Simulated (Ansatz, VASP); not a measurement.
**LiSnF4: VASP beside Ansatz**

File INCAR:

```
SYSTEM = LiSnF4
PREC = Accurate
ENCUT = 520
EDIFF = 1E-7
ISMEAR = 0
SIGMA = 0.1
LREAL = .False.
LASPH = .True.
NELM = 60
ALGO = Normal
ISIF = 2
LWAVE = .False.
LCHARG = .True.
GGA = PE
LELF = .True.
LVHAR = .True.
NBANDS = 32
```

KPOINTS

```
Automatic mesh
0
Gamma
  4 4 4
  0 0 0
```

The input POSCAR:

```
LiSnF4
1.0
    4.0500000000      0.0000000000      0.0000000000
    0.0000000000      4.0500000000      0.0000000000
    0.0000000000      0.0000000000      5.9588198600
Li Sn F
1 1 4
Direct
    0.5000000000      0.5000000000      0.5000000000
    0.0000000000      0.0000000000      0.0000000000
    0.0000000000      0.0000000000      0.3153996900
    0.0000000000      0.0000000000      0.6846003100
    0.0000000000      0.5000000000      0.0000000000
    0.5000000000      0.0000000000      0.0000000000
```

Input for Ansatz:

```yaml
crystal:
  lattice:
    - [4.05, 0.0, 0.0]
    - [0.0, 4.05, 0.0]
    - [0.0, 0.0, 5.95881986]
  atoms:
    - { symbol: Li, position: [0.5, 0.5, 0.5] }
    - { symbol: Sn, position: [0.0, 0.0, 0.0] }
    - { symbol: F, position: [0.0, 0.0, 0.31539969] }
    - { symbol: F, position: [0.0, 0.0, 0.68460031] }
    - { symbol: F, position: [0.0, 0.5, 0.0] }
    - { symbol: F, position: [0.5, 0.0, 0.0] }
basis:
  ecutwfc: 420
kpoints:
  mp_grid: { grid: [4, 4, 4] }
hamiltonian:
  xc: pbe
scf:
  occupations: { method: gaussian, width: 0.1 }
  lower_state_search: "off"
output:
  forces: true
  stress: true
  eigenvalues: true
```

Alike in both runs: task single point; functional PBE; k mesh 4 × 4 × 4; occupations gaussian, width 0.1 eV; no spin polarisation.

```csv
,VASP,Ansatz
version,VASP 6.6.1,Ansatz 0.2.0
potentials or method,"VASP PAW PBE potentials, release 64 (Li_sv, Sn_d, F)","scalar-relativistic, plane waves, PAW"
plane-wave cutoff (eV),520,420
valence electrons in the cell,45,45
```

```tsv
	VASP	Ansatz	Ansatz less VASP
gap on the k mesh at the Fermi level (eV)	none	none	-
rms of the force components (eV/Å)	0.913	0.841	-0.0717
```

Atom by atom the forces differ by 0.072 eV/Å (rms over components). A gap of «none» marks a metal or a gap that the smearing closes. The functional is the same, so the differences come from potentials, cutoffs and numerics.

Caveats: the k mesh is coarse (spacing up to 0.39 Å⁻¹), so the values aren't converged; an odd number of electrons without spin polarisation forces a metal; a magnetic or distorted state may lie lower.
